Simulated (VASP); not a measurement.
Wanted: the native input for a VASP 6.6.1 run.

- Task: single point
- Functional: PBE
- Potentials or basis: VASP PAW PBE potentials, release 64 (Hf_pv)
- Cutoff: 520 eV
- k mesh: 10 × 10 × 1
- Occupations: fermi-dirac, width 0.05 eV
- Spin: no spin polarisation
- Dipole correction: yes
- Further INCAR settings: ALGO = Normal; EDIFF = 1e-07; NBANDS = 44

The structure of Hf lies in POSCAR:

```
Hf
1.0
    3.1966985242      0.0000000000      0.0000000000
   -1.5983492621      2.7684221302      0.0000000000
    0.0000000000      0.0000000000     30.1734000000
Hf
7
Direct
    0.6666666667      0.3333333334      0.2485633041
    0.3333333333      0.6666666666      0.3323755361
    0.6666666667      0.3333333334      0.4161877680
    0.3333333333      0.6666666666      0.5000000000
    0.6666666667      0.3333333334      0.5838122320
    0.3333333333      0.6666666666      0.6676244639
    0.6666666667      0.3333333334      0.7514366959
```

The cell isn't the ideal one: the (0 0 1) slab of Hf, cut from the database cell, not relaxed.

These files were run (other wordings do the same):

INCAR

```
SYSTEM = Hf
PREC     = Accurate       ! precision mode
ENCUT    = 520            ! plane-wave cutoff, eV
EDIFF    = 1E-7           ! SCF threshold, eV
ISMEAR   = -1             ! smearing method
SIGMA    = 0.05           ! smearing width, eV
LREAL    = .False.        ! projectors in reciprocal space
LASPH    = .True.         ! aspherical terms in the spheres
NELM     = 80             ! most SCF steps
ALGO     = Normal         ! electronic algorithm
ISIF     = 2              ! what is computed and relaxed
LWAVE    = .False.        ! write WAVECAR
LCHARG   = .True.         ! write CHGCAR
LDIPOL   = .True.       
IDIPOL   = 3            
DIPOL    = 0.5 0.5 0.500
GGA      = PE             ! functional
LELF     = .True.         ! ELF
LVHAR    = .True.       
LVACPOTAV= .True.       
NBANDS   = 44             ! bands
```

KPOINTS

```
Automatic mesh
0
Gamma
  10 10 1
  0 0 0
```

Potentials or basis: VASP PAW PBE potentials, release 64 (Hf_pv).

Command:

```console
$ cat potpaw_PBE.64/Hf_pv/POTCAR > POTCAR
$ mpirun -np 1 vasp_std > vasp.out
```

Results of the run:

* Largest force: 0.767 eV/Å
* Band gap on the k mesh: none (metal or under the smearing width)
* Work function of the upper face: 4.38 eV
* Work function of the lower face: 4.38 eV

Wall time 11 min on 1 thread of Intel(R) Xeon(R) 6975P-C (Granite Rapids) (shared host), peak memory 0.41 GiB.
